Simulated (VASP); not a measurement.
```yaml
crystal:
  lattice:
    - [-1.59606, 1.59606, 3.91358]
    - [1.59606, -1.59606, 3.91358]
    - [1.59606, 1.59606, -3.91358]
  atoms:
    - { symbol: Si, position: [0.66493, 0.66493, 0.00000] }
    - { symbol: Si, position: [0.33507, 0.33507, 0.00000] }
    - { symbol: Mo, position: [0.00000, 0.00000, 0.00000] }
```

All values below come from PBEsol GGA, VASP's PBE PAW potentials (set 64) (plane waves; VASP). Numerical set-up: 520 eV cut-off, Gaussian smearing of 0.050 eV, potentials Si Mo_sv.

Q: Give the energies of bands 6 to 14 at the high-symmetry points, in eV from the Fermi level.

A: 
```tsv
band	Γ	X	P	N	M	S	R
6	-6.45	-6.74	-6.31	-9.52	-10.15	-8.98	-7.84
7	-3.39	-5.67	-6.31	-5.00	-3.60	-6.86	-5.57
8	-3.12	-5.17	-6.17	-4.51	-2.23	-2.83	-4.47
9	-2.63	-4.47	-2.72	-2.61	-0.58	-2.50	-3.80
10	-2.63	-3.09	-2.09	-2.59	-0.58	-2.29	-2.96
11	0.39	-1.21	-2.09	-0.51	-0.46	-0.41	-1.80
12	3.14	2.34	0.32	2.29	-0.46	1.53	1.79
13	3.23	2.77	2.34	3.14	0.53	3.01	2.06
14	3.56	3.18	4.04	4.14	4.76	3.68	2.64
```

It has no gap at this level: it comes out as a metal or semimetal.

The compound is MoSi2 in the MoSi2 type structure. It was relaxed first.
